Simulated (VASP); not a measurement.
Computed with PBE GGA, VASP's PBE PAW potentials (set 64) (plane waves; VASP).

VASP input:

File POSCAR:
```
Al32As31O
1
   11.4648462108     0.0000000000     0.0000000000
    0.0000000000    11.4648462108    -0.0000000000
   -0.0000000000    -0.0000000000    11.4648462108
Al As O
32 31 1
Direct
  0.5000000000   0.0000000000   0.0000000000
  0.7500000000   0.2500000000   0.0000000000
  0.7500000000   0.0000000000   0.2500000000
  0.0000000000   0.0000000000   0.0000000000
  0.2500000000   0.2500000000   0.0000000000
  0.5000000000   0.5000000000   0.0000000000
  0.7500000000   0.7500000000   0.0000000000
  0.2500000000   0.0000000000   0.2500000000
  0.5017880000   0.2543440000   0.2512080000
  0.7456240000   0.4962210000   0.2506030000
  0.5000000000   0.0000000000   0.5000000000
  0.7462440000   0.2480760000   0.4963400000
  0.7500000000   0.0000000000   0.7500000000
  0.0000000000   0.5000000000   0.0000000000
  0.2500000000   0.7500000000   0.0000000000
  0.0000000000   0.2500000000   0.2500000000
  0.2500000000   0.5000000000   0.2500000000
  0.5000000000   0.7500000000   0.2500000000
  0.0000000000   0.0000000000   0.5000000000
  0.2500000000   0.2500000000   0.5000000000
  0.4981530000   0.5003520000   0.4965920000
  0.7500000000   0.7500000000   0.5000000000
  0.2500000000   0.0000000000   0.7500000000
  0.5000000000   0.2500000000   0.7500000000
  0.7500000000   0.5000000000   0.7500000000
  0.0000000000   0.7500000000   0.2500000000
  0.0000000000   0.5000000000   0.5000000000
  0.2500000000   0.7500000000   0.5000000000
  0.0000000000   0.2500000000   0.7500000000
  0.2500000000   0.5000000000   0.7500000000
  0.5000000000   0.7500000000   0.7500000000
  0.0000000000   0.7500000000   0.7500000000
  0.6250000000   0.1250000000   0.1250000000
  0.8750000000   0.3750000000   0.1250000000
  0.8750000000   0.1250000000   0.3750000000
  0.1250000000   0.1250000000   0.1250000000
  0.3750000000   0.3750000000   0.1250000000
  0.6250000000   0.6250000000   0.1250000000
  0.8750000000   0.8750000000   0.1250000000
  0.3750000000   0.1250000000   0.3750000000
  0.8750000000   0.6250000000   0.3750000000
  0.6250000000   0.1250000000   0.6250000000
  0.8750000000   0.3750000000   0.6250000000
  0.8750000000   0.1250000000   0.8750000000
  0.1250000000   0.6250000000   0.1250000000
  0.3750000000   0.8750000000   0.1250000000
  0.1250000000   0.3750000000   0.3750000000
  0.3750000000   0.6250000000   0.3750000000
  0.6250000000   0.8750000000   0.3750000000
  0.1250000000   0.1250000000   0.6250000000
  0.3750000000   0.3750000000   0.6250000000
  0.6250000000   0.6250000000   0.6250000000
  0.8750000000   0.8750000000   0.6250000000
  0.3750000000   0.1250000000   0.8750000000
  0.6250000000   0.3750000000   0.8750000000
  0.8750000000   0.6250000000   0.8750000000
  0.1250000000   0.8750000000   0.3750000000
  0.1250000000   0.6250000000   0.6250000000
  0.3750000000   0.8750000000   0.6250000000
  0.1250000000   0.3750000000   0.8750000000
  0.3750000000   0.6250000000   0.8750000000
  0.6250000000   0.8750000000   0.8750000000
  0.1250000000   0.8750000000   0.8750000000
  0.6207450000   0.3718160000   0.3762840000
```

INCAR:
```
ALGO = Fast
EDIFF = 1E-5
EDIFFG = -0.03
ENCUT = 400
GGA = PE
IBRION = 2
ISIF = 2
ISMEAR = 0
ISYM = 0
LASPH = T
LCHARG = F
LMAXMIX = 4
LREAL = Auto
LWAVE = T
NELECT = 256.0
NELM = 100
NELMIN = 4
NSW = 60
PREC = Normal
SIGMA = 0.05
SYSTEM = Al32As31O
```

### KPOINTS
```
Automatic mesh
0
G
  1 1 1
0 0 0
```

POTCAR, in this order: Al As O (PBE.64 set). Program: vasp_gam.

The resulting files:

### OSZICAR
```
...
RMM:   2    -0.302659105788E+03   -0.15471E-02   -0.17134E-02   336   0.208E-01    0.472E-02
RMM:   3    -0.302659166236E+03   -0.60449E-04   -0.18158E-03   352   0.821E-02    0.391E-02
RMM:   4    -0.302659147286E+03    0.18950E-04   -0.24877E-04   326   0.311E-02    0.127E-02
RMM:   5    -0.302659150441E+03   -0.31545E-05   -0.53730E-05   239   0.149E-02
  51 F= -.30265915E+03 E0= -.30265915E+03  d E =-.119100E-02
       N       E                     dE             d eps       ncg     rms          rms(c)
DAV:   1    -0.302657444735E+03    0.17026E-02   -0.63446E-01   330   0.145E+00    0.163E-01
RMM:   2    -0.302659456681E+03   -0.20119E-02   -0.22237E-02   335   0.237E-01    0.534E-02
RMM:   3    -0.302659537851E+03   -0.81169E-04   -0.23591E-03   351   0.931E-02    0.448E-02
RMM:   4    -0.302659514024E+03    0.23826E-04   -0.32251E-04   327   0.354E-02    0.148E-02
RMM:   5    -0.302659518219E+03   -0.41941E-05   -0.70508E-05   258   0.171E-02
  52 F= -.30265952E+03 E0= -.30265952E+03  d E =-.155878E-02
       N       E                     dE             d eps       ncg     rms          rms(c)
DAV:   1    -0.302659504313E+03    0.97118E-05   -0.29742E-01   330   0.962E-01    0.107E-01
RMM:   2    -0.302660426481E+03   -0.92217E-03   -0.10137E-02   336   0.150E-01    0.338E-02
RMM:   3    -0.302660462518E+03   -0.36037E-04   -0.10740E-03   357   0.587E-02    0.293E-02
RMM:   4    -0.302660449915E+03    0.12602E-04   -0.14121E-04   275   0.218E-02    0.856E-03
RMM:   5    -0.302660451595E+03   -0.16794E-05   -0.26780E-05   209   0.993E-03
  53 F= -.30266045E+03 E0= -.30266045E+03  d E =-.933376E-03
       N       E                     dE             d eps       ncg     rms          rms(c)
DAV:   1    -0.302654439789E+03    0.60101E-02   -0.26781E+00   330   0.288E+00    0.325E-01
RMM:   2    -0.302662757107E+03   -0.83173E-02   -0.92662E-02   338   0.449E-01    0.105E-01
RMM:   3    -0.302663043012E+03   -0.28591E-03   -0.95020E-03   357   0.175E-01    0.904E-02
RMM:   4    -0.302662912089E+03    0.13092E-03   -0.12865E-03   327   0.657E-02    0.278E-02
RMM:   5    -0.302662921835E+03   -0.97459E-05   -0.22183E-04   319   0.293E-02    0.106E-02
RMM:   6    -0.302662926577E+03   -0.47426E-05   -0.38430E-05   227   0.128E-02
  54 F= -.30266293E+03 E0= -.30266293E+03  d E =-.340836E-02
       N       E                     dE             d eps       ncg     rms          rms(c)
DAV:   1    -0.302632337890E+03    0.30584E-01   -0.10701E+01   330   0.577E+00    0.674E-01
RMM:   2    -0.302666883953E+03   -0.34546E-01   -0.39228E-01   333   0.915E-01    0.230E-01
RMM:   3    -0.302667923407E+03   -0.10395E-02   -0.38626E-02   351   0.352E-01    0.195E-01
RMM:   4    -0.302667309086E+03    0.61432E-03   -0.60097E-03   327   0.138E-01    0.671E-02
RMM:   5    -0.302667300154E+03    0.89324E-05   -0.10359E-03   337   0.609E-02    0.254E-02
RMM:   6    -0.302667319948E+03   -0.19795E-04   -0.18818E-04   304   0.282E-02    0.160E-02
RMM:   7    -0.302667325467E+03   -0.55186E-05   -0.48751E-05   233   0.149E-02
  55 F= -.30266733E+03 E0= -.30266733E+03  d E =-.780725E-02
       N       E                     dE             d eps       ncg     rms          rms(c)
DAV:   1    -0.302515722557E+03    0.15160E+00   -0.42544E+01   330   0.115E+01    0.148E+00
RMM:   2    -0.302672877616E+03   -0.15716E+00   -0.18525E+00   328   0.179E+00    0.584E-01
RMM:   3    -0.302678470008E+03   -0.55924E-02   -0.17319E-01   351   0.671E-01    0.525E-01
RMM:   4    -0.302674030405E+03    0.44396E-02   -0.35802E-02   325   0.301E-01    0.179E-01
RMM:   5    -0.302673491173E+03    0.53923E-03   -0.49789E-03   337   0.124E-01    0.826E-02
RMM:   6    -0.302673600380E+03   -0.10921E-03   -0.14504E-03   331   0.686E-02    0.406E-02
RMM:   7    -0.302673662169E+03   -0.61789E-04   -0.64874E-04   322   0.415E-02    0.481E-02
RMM:   8    -0.302673616500E+03    0.45669E-04   -0.25233E-04   268   0.227E-02    0.704E-03
RMM:   9    -0.302673619269E+03   -0.27688E-05   -0.28333E-05   215   0.966E-03
  56 F= -.30267362E+03 E0= -.30267362E+03  d E =-.141011E-01
       N       E                     dE             d eps       ncg     rms          rms(c)
DAV:   1    -0.301911589405E+03    0.76203E+00   -0.16823E+02   330   0.220E+01    0.344E+00
RMM:   2    -0.302670533629E+03   -0.75894E+00   -0.95800E+00   322   0.385E+00    0.169E+00
RMM:   3    -0.302685960673E+03   -0.15427E-01   -0.81987E-01   334   0.136E+00    0.153E+00
RMM:   4    -0.302647100897E+03    0.38860E-01   -0.30180E-01   330   0.748E-01    0.459E-01
RMM:   5    -0.302642697606E+03    0.44033E-02   -0.18873E-02   331   0.251E-01    0.251E-01
RMM:   6    -0.302642671758E+03    0.25848E-04   -0.15041E-02   328   0.176E-01    0.130E-01
RMM:   7    -0.302643143178E+03   -0.47142E-03   -0.85162E-03   345   0.119E-01    0.164E-01
RMM:   8    -0.302642596975E+03    0.54620E-03   -0.21655E-03   334   0.586E-02    0.329E-02
RMM:   9    -0.302642612309E+03   -0.15334E-04   -0.33888E-04   297   0.290E-02    0.115E-02
RMM:  10    -0.302642614873E+03   -0.25642E-05   -0.34567E-05   222   0.108E-02
  57 F= -.30264261E+03 E0= -.30264261E+03  d E =0.169033E-01
       N       E                     dE             d eps       ncg     rms          rms(c)
DAV:   1    -0.302116097561E+03    0.52651E+00   -0.15293E+02   330   0.200E+01    0.282E+00
RMM:   2    -0.302692587972E+03   -0.57649E+00   -0.66464E+00   322   0.333E+00    0.133E+00
RMM:   3    -0.302697651737E+03   -0.50638E-02   -0.60401E-01   339   0.121E+00    0.114E+00
RMM:   4    -0.302675857121E+03    0.21795E-01   -0.16856E-01   330   0.597E-01    0.405E-01
RMM:   5    -0.302673549190E+03    0.23079E-02   -0.18223E-02   332   0.234E-01    0.212E-01
RMM:   6    -0.302673969334E+03   -0.42014E-03   -0.71671E-03   325   0.147E-01    0.992E-02
RMM:   7    -0.302674111861E+03   -0.14253E-03   -0.32680E-03   340   0.860E-02    0.834E-02
RMM:   8    -0.302673991462E+03    0.12040E-03   -0.55387E-04   329   0.394E-02    0.261E-02
RMM:   9    -0.302673996117E+03   -0.46543E-05   -0.21410E-04   261   0.219E-02    0.128E-02
RMM:  10    -0.302673996167E+03   -0.50361E-07   -0.25956E-05   213   0.920E-03
  58 F= -.30267400E+03 E0= -.30267400E+03  d E =-.144779E-01
       N       E                     dE             d eps       ncg     rms          rms(c)
DAV:   1    -0.302606025962E+03    0.67970E-01   -0.21316E+01   330   0.786E+00    0.969E-01
RMM:   2    -0.302673518048E+03   -0.67492E-01   -0.78686E-01   331   0.123E+00    0.364E-01
RMM:   3    -0.302675737379E+03   -0.22193E-02   -0.76518E-02   355   0.468E-01    0.321E-01
RMM:   4    -0.302673953588E+03    0.17838E-02   -0.14874E-02   326   0.199E-01    0.113E-01
RMM:   5    -0.302673782352E+03    0.17124E-03   -0.22436E-03   345   0.837E-02    0.489E-02
RMM:   6    -0.302673838163E+03   -0.55811E-04   -0.58733E-04   323   0.435E-02    0.262E-02
RMM:   7    -0.302673853697E+03   -0.15534E-04   -0.17693E-04   283   0.243E-02    0.208E-02
RMM:   8    -0.302673846383E+03    0.73140E-05   -0.42204E-05   221   0.121E-02
  59 F= -.30267385E+03 E0= -.30267385E+03  d E =-.143282E-01
       N       E                     dE             d eps       ncg     rms          rms(c)
DAV:   1    -0.302652138435E+03    0.21715E-01   -0.83417E+00   330   0.478E+00    0.529E-01
RMM:   2    -0.302674049328E+03   -0.21911E-01   -0.24174E-01   334   0.728E-01    0.185E-01
RMM:   3    -0.302674777014E+03   -0.72769E-03   -0.25641E-02   364   0.286E-01    0.143E-01
RMM:   4    -0.302674493527E+03    0.28349E-03   -0.30711E-03   332   0.101E-01    0.509E-02
RMM:   5    -0.302674528098E+03   -0.34571E-04   -0.64876E-04   334   0.503E-02    0.206E-02
RMM:   6    -0.302674538066E+03   -0.99682E-05   -0.10008E-04   291   0.215E-02    0.963E-03
RMM:   7    -0.302674541716E+03   -0.36504E-05   -0.29734E-05   215   0.116E-02
  60 F= -.30267454E+03 E0= -.30267454E+03  d E =-.150235E-01
```

File OUTCAR:
```
------------------------ aborting loop because EDIFF is reached ----------------------------------------
  FORCE on cell =-STRESS in cart. coord.  units (eV):
  Direction    XX          YY          ZZ          XY          YZ          ZX
  --------------------------------------------------------------------------------------
  Total      -13.9754993    -13.4360971    -14.1787933      4.0767113     -3.6265149     -3.7577058
  in kB      -14.8584400    -14.2849596    -15.0745777      4.3342688     -3.8556300     -3.9951093
  external PRESSURE =     -14.7393258 kB  Pullay stress =       0.0000000 kB
  volume of cell :     1506.97
      direct lattice vectors                 reciprocal lattice vectors
    11.464846211  0.000000000  0.000000000     0.087223150  0.000000000  0.000000000
     0.000000000 11.464846211  0.000000000     0.000000000  0.087223150  0.000000000
     0.000000000  0.000000000 11.464846211     0.000000000  0.000000000  0.087223150
  FREE ENERGIE OF THE ION-ELECTRON SYSTEM (eV)
  ---------------------------------------------------
  free  energy   TOTEN  =      -302.6745417165 eV

  energy  without entropy=     -302.6745417165  energy(sigma->0) =     -302.67454172
```
(Selected blocks of OUTCAR.)

CONTCAR:
```
Al32As31O
   1.00000000000000
    11.4648462107999993    0.0000000000000000    0.0000000000000000
     0.0000000000000000   11.4648462107999993    0.0000000000000000
     0.0000000000000000    0.0000000000000000   11.4648462107999993
  Al              As              O
    32    31     1
Direct
     0.5006055764331597    0.0046673042861160    0.0032715749884419
     0.7465098979015541    0.2504675113541575    0.9993245034016892
     0.7522138039095135    0.0010151777148179    0.2482431127811504
     0.0016675750117305    0.0027450937507123    0.9988141030380245
     0.2551335065285840    0.2532261829871575    0.0060109734841000
     0.4994547155464131    0.4958272895510449    0.0007087456983384
     0.7514148030816997    0.7523876896861261    0.9959513869221072
     0.2494889910844339    0.0006736199609878    0.2500156511675659
     0.5138486759801276    0.2547455258758598    0.2814006055282391
     0.7820701354860982    0.5338969464975863    0.2193479896902116
     0.4967539255295911    0.9981184488093805    0.5043685317913799
     0.7158728093631265    0.2571331557345079    0.4820400408388029
     0.7505590621943922    0.0013843321063197    0.7497911448088052
     0.0035773554438699    0.5024607797529345    0.9955858672992828
     0.2510949325135334    0.7511822272410769    0.9981932003555702
     0.0009873272589916    0.2497337213591242    0.2536342854888172
     0.2517061124209385    0.4985428499147110    0.2482746542971733
     0.5009022965159285    0.7542771647148547    0.2524519359323100
     0.9948073847408885    0.0048337267496244    0.4995828465324066
     0.2474403073759771    0.2475949808567887    0.5003118397558550
     0.5034170496915136    0.4844639424802759    0.4980387247332648
     0.7487611514242121    0.7550366222446048    0.4995038767632611
     0.2487454149010279    0.0002759355266836    0.7499529027062011
     0.5015303782522234    0.2472386321949503    0.7512781114936298
     0.7520887918512896    0.4967525430301803    0.7468765095052143
     0.0035017874436561    0.7526894613695818    0.2478712082456458
     0.9982884579248029    0.4947646366684708    0.5011025705121058
     0.2520087997967366    0.7459183094668853    0.4988469982637180
     0.9931570154917755    0.2508285640640835    0.7454330256873573
     0.2508446235162555    0.4994237396373551    0.7493012044713734
     0.5009281404718829    0.7459590103638960    0.7474294516375225
     0.0022230092462567    0.7513967643698400    0.7500777983805362
     0.6252931688882649    0.1310695305523467    0.1328386040830283
     0.8783469487263328    0.3729440132322417    0.1218771248624205
     0.8645693762569525    0.1334475472992532    0.3745567984195487
     0.1252788194990236    0.1274051817401728    0.1253318719776471
     0.3859065885958462    0.3722707343325055    0.1371023510758404
     0.6221010084348179    0.6284860619129428    0.1225195700295947
     0.8762841960711271    0.8756136966114251    0.1231864951610168
     0.3748067943812605    0.1234767439173389    0.3788921480969791
     0.8792509223438763    0.6298427280651731    0.3789495783760718
     0.6224615916503438    0.1244725617707339    0.6236764675943391
     0.8613271048156388    0.3698267506735268    0.6127273157960568
     0.8745686477581986    0.1262208505610154    0.8758342512516587
     0.1265399672433369    0.6256236096438326    0.1237857330854016
     0.3751164276127574    0.8760509506017619    0.1249320391886401
     0.1256135558411781    0.3755687680809623    0.3749374007889900
     0.3816024656355037    0.6187450917308663    0.3728275809761300
     0.6251741495649175    0.8795115657629143    0.3759962473615638
     0.1220060079581085    0.1253341004292819    0.6255062541117129
     0.3754448164553588    0.3690135556426190    0.6249281822923193
     0.6283319880522622    0.6191938756079320    0.6180883415175447
     0.8763885802144854    0.8760330042498961    0.6261854291346809
     0.3745520575894069    0.1261610989800623    0.8760082907798613
     0.6249442952113556    0.3756544553669762    0.8736204750796049
     0.8752727339787856    0.6249828238617274    0.8721016308980749
     0.1247156390753223    0.8756473784907851    0.3763333237543555
     0.1236560923697856    0.6223222952721099    0.6235457537938052
     0.3728202377186264    0.8702231045643352    0.6263155768590402
     0.1251451051363644    0.3720069684024468    0.8737560906553712
     0.3759596418337673    0.6234472254629980    0.8751412686650377
     0.6232750246751482    0.8762914088997429    0.8741428335900059
     0.1251888417942674    0.8759530359865909    0.8753302642618834
     0.5940073902853888    0.3333063919727891    0.4020163302816717
```

### stdout
```
...
  57 F= -.30264261E+03 E0= -.30264261E+03  d E =0.169033E-01
 ZBRENT: bracketing found
 ZBRENT: interpolating
 bond charge predicted
       N       E                     dE             d eps       ncg     rms          rms(c)
DAV:   1    -0.302116097561E+03    0.52651E+00   -0.15293E+02   330   0.200E+01    0.282E+00
RMM:   2    -0.302692587972E+03   -0.57649E+00   -0.66464E+00   322   0.333E+00    0.133E+00
RMM:   3    -0.302697651737E+03   -0.50638E-02   -0.60401E-01   339   0.121E+00    0.114E+00
RMM:   4    -0.302675857121E+03    0.21795E-01   -0.16856E-01   330   0.597E-01    0.405E-01
RMM:   5    -0.302673549190E+03    0.23079E-02   -0.18223E-02   332   0.234E-01    0.212E-01
RMM:   6    -0.302673969334E+03   -0.42014E-03   -0.71671E-03   325   0.147E-01    0.992E-02
RMM:   7    -0.302674111861E+03   -0.14253E-03   -0.32680E-03   340   0.860E-02    0.834E-02
RMM:   8    -0.302673991462E+03    0.12040E-03   -0.55387E-04   329   0.394E-02    0.261E-02
RMM:   9    -0.302673996117E+03   -0.46543E-05   -0.21410E-04   261   0.219E-02    0.128E-02
RMM:  10    -0.302673996167E+03   -0.50361E-07   -0.25956E-05   213   0.920E-03
  58 F= -.30267400E+03 E0= -.30267400E+03  d E =-.144779E-01
 ZBRENT: interpolating
 bond charge predicted
       N       E                     dE             d eps       ncg     rms          rms(c)
DAV:   1    -0.302606025962E+03    0.67970E-01   -0.21316E+01   330   0.786E+00    0.969E-01
RMM:   2    -0.302673518048E+03   -0.67492E-01   -0.78686E-01   331   0.123E+00    0.364E-01
RMM:   3    -0.302675737379E+03   -0.22193E-02   -0.76518E-02   355   0.468E-01    0.321E-01
RMM:   4    -0.302673953588E+03    0.17838E-02   -0.14874E-02   326   0.199E-01    0.113E-01
RMM:   5    -0.302673782352E+03    0.17124E-03   -0.22436E-03   345   0.837E-02    0.489E-02
RMM:   6    -0.302673838163E+03   -0.55811E-04   -0.58733E-04   323   0.435E-02    0.262E-02
RMM:   7    -0.302673853697E+03   -0.15534E-04   -0.17693E-04   283   0.243E-02    0.208E-02
RMM:   8    -0.302673846383E+03    0.73140E-05   -0.42204E-05   221   0.121E-02
  59 F= -.30267385E+03 E0= -.30267385E+03  d E =-.143282E-01
 ZBRENT: interpolating
 bond charge predicted
       N       E                     dE             d eps       ncg     rms          rms(c)
DAV:   1    -0.302652138435E+03    0.21715E-01   -0.83417E+00   330   0.478E+00    0.529E-01
RMM:   2    -0.302674049328E+03   -0.21911E-01   -0.24174E-01   334   0.728E-01    0.185E-01
RMM:   3    -0.302674777014E+03   -0.72769E-03   -0.25641E-02   364   0.286E-01    0.143E-01
RMM:   4    -0.302674493527E+03    0.28349E-03   -0.30711E-03   332   0.101E-01    0.509E-02
RMM:   5    -0.302674528098E+03   -0.34571E-04   -0.64876E-04   334   0.503E-02    0.206E-02
RMM:   6    -0.302674538066E+03   -0.99682E-05   -0.10008E-04   291   0.215E-02    0.963E-03
RMM:   7    -0.302674541716E+03   -0.36504E-05   -0.29734E-05   215   0.116E-02
  60 F= -.30267454E+03 E0= -.30267454E+03  d E =-.150235E-01
 writing wavefunctions
```

The run did not converge; its last values are not results.

The run did not end as a converged relaxation. At this cut-off the stress carries a Pulay error, which pulls relaxed volumes low. The cell is charged, with a uniform compensating background. The supercell is sampled at Γ alone, which is coarse: total energies, pressure and levels can be off, energies of defects by several tenths of an eV.

The cell is a supercell with a defect, built from AlAs (zinc blende): O_As, charge +1. The run is not spin-polarised, so no state with unpaired spins was tried.
